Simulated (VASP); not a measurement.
MgZr2O3, 6 atoms in the cell. It takes space group Immm (No. 71, orthorhombic). The conventional cell has a = 3.270 Å, b = 4.630 Å, c = 9.820 Å, α = 90.00°, β = 90.00°, γ = 90.00°. Around Mg (site symmetry mmm) lie 6 O at 2.31 Å. Zr (site symmetry mm2) has 6 O at 2.31 Å as nearest neighbours. Around O (site symmetry mm2) lie 4 Zr at 2.31 to 2.32 Å and 2 Mg at 2.31 Å. O (site symmetry mmm) is surrounded by 4 Zr at 2.31 Å and 2 Mg at 2.31 Å. The cell was built by a generator and needn't be a form met in nature.

- Program: VASP 6.6.1
- Task: relaxation of cell and atoms
- Functional: PBE
- Potentials or basis: VASP PAW PBE potentials, release 64 (Mg, Zr_sv, O)
- Cutoff: 520 eV
- k mesh: 5 × 5 × 5
- Occupations: gaussian, width 0.15 eV
- Spin: no spin polarisation
- Further INCAR settings: PREC = Normal; ALGO = Fast; EDIFF = 0.0001; IBRION = 2; EDIFFG = -0.08; NSW = 24; ISIF = 3

Potentials or basis: VASP PAW PBE potentials, release 64 (Mg, Zr_sv, O).

Command:

```sh
$ cat potpaw_PBE.64/Mg/POTCAR potpaw_PBE.64/Zr_sv/POTCAR potpaw_PBE.64/O/POTCAR > POTCAR
$ mpirun -np 1 vasp_std > vasp.out
```

Hardware: 1 thread of Intel(R) Xeon(R) Platinum 8488C (Sapphire Rapids) (shared host).

Task: Estimate the wall time of this run.

Result: It took 3.9 min on 1 thread of Intel(R) Xeon(R) Platinum 8488C (Sapphire Rapids), on a shared host, peak memory 0.22 GiB. Counts: scf iterations 85, k points 27, ion steps 10.
